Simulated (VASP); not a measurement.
Input for VASP

### INCAR
```
SYSTEM  =  Mo
PREC  =  Accurate; ENCUT  =  520; LREAL  =  .FALSE.
LASPH  =  .TRUE.
EDIFF  =  1E-7; NELM  =  100; ALGO  =  Normal
LMAXMIX  =  4
ISMEAR  =  1; SIGMA  =  0.1
GGA  =  PS
ISIF  =  2
LWAVE  =  .FALSE.; LCHARG  =  .FALSE.
```

### KPOINTS
```
Automatic mesh
0
Gamma
16 16 16
0 0 0
```

**POSCAR**
```
Mo
1
   -1.5507742036     1.5507742036     1.5507742036
    1.5507742036    -1.5507742036     1.5507742036
    1.5507742036     1.5507742036    -1.5507742036
Mo
1
Direct
  0.0000000000   0.0000000000   0.0000000000
```

POTCAR, in this order: Mo_sv (PBE.64 set). Program: vasp_std.

### Question
Translate this PBEsol calculation to Quantum ESPRESSO's pw.x.

### Answer
One equivalent input (not run):
```
&CONTROL
  calculation = 'scf'
  pseudo_dir = './pseudo'
  outdir = './out'
  tprnfor = .true.
  tstress = .true.
/
&SYSTEM
  ibrav = 0
  nat = 1
  ntyp = 1
  ecutwfc = 80
  occupations = 'smearing'
  smearing = 'methfessel-paxton'
  degauss = 0.00735
  input_dft = 'pbesol'
/
&ELECTRONS
  conv_thr = 7.3e-09
  electron_maxstep = 100
/
ATOMIC_SPECIES
  Mo 95.950 Mo.upf
CELL_PARAMETERS angstrom
    -1.5507742    1.5507742    1.5507742
     1.5507742   -1.5507742    1.5507742
     1.5507742    1.5507742   -1.5507742
ATOMIC_POSITIONS crystal
  Mo   0.0000000  0.0000000  0.0000000
K_POINTS automatic
  16 16 16 0 0 0
```
What does not carry over: the potentials are each code's own (VASP's PAW set, PseudoDojo norm-conserving files in pw.x), so ENCUT and ecutwfc are chosen apart and not converted; conv_thr bounds pw.x's estimated SCF error, while EDIFF bounds the energy change between steps.

The compound is Mo in the bcc structure. This cell is one point of a volume scan, at 0.97 of the reference volume.
